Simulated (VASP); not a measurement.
An input for Quantum ESPRESSO's pw.x (written as the equivalent of a VASP run, and not itself run):

```
&CONTROL
  calculation = 'scf'
  pseudo_dir = './pseudo'
  outdir = './out'
  tprnfor = .true.
  tstress = .true.
/
&SYSTEM
  ibrav = 0
  nat = 3
  ntyp = 2
  ecutwfc = 68
  occupations = 'smearing'
  smearing = 'gaussian'
  degauss = 0.003675
  input_dft = 'pbe'
/
&ELECTRONS
  conv_thr = 7.3e-09
  electron_maxstep = 100
/
ATOMIC_SPECIES
  Sr 87.620 Sr.upf
  Cl 35.450 Cl.upf
CELL_PARAMETERS angstrom
     0.0000000    3.5228300    3.5228300
     3.5228300    0.0000000    3.5228300
     3.5228300    3.5228300    0.0000000
ATOMIC_POSITIONS crystal
  Sr   0.0000000  0.0000000  0.0000000
  Cl   0.2500000  0.2500000  0.2500000
  Cl   0.7500000  0.7500000  0.7500000
K_POINTS automatic
  6 6 6 0 0 0
```

Q: Translate this input to VASP (INCAR, KPOINTS, POSCAR, choice of POTCAR).

A: Several could match; the one computed here: 
**INCAR**
```
SYSTEM = SrCl2
PREC = Accurate
ENCUT = 480
EDIFF = 1E-7
NELM = 100
ALGO = Normal
LREAL = .FALSE.
LASPH = .TRUE.
ISMEAR = 0
SIGMA = 0.05
GGA = PE
LMAXMIX = 4
LWAVE = .FALSE.
LCHARG = .FALSE.
ISIF = 2
```

### KPOINTS
```
Automatic mesh
0
Gamma
6 6 6
0 0 0
```

File POSCAR:
```
SrCl2
4.9820340
  0.0000000000   0.7071067667   0.7071067667
  0.7071067667   0.0000000000   0.7071067667
  0.7071067667   0.7071067667   0.0000000000
Sr Cl
1 2
Direct
  0.0000000000   0.0000000000   0.0000000000
  0.2500000000   0.2500000000   0.2500000000
  0.7500000000   0.7500000000   0.7500000000
```

POTCAR, in this order: Sr_sv Cl (PBE.64 set). Program: vasp_std.

What does not carry over: the potentials are each code's own (VASP's PAW set, PseudoDojo norm-conserving files in pw.x), so ENCUT and ecutwfc are chosen apart and not converted; conv_thr bounds pw.x's estimated SCF error, while EDIFF bounds the energy change between steps.

The compound is SrCl2 in the fluorite structure. It was relaxed first.
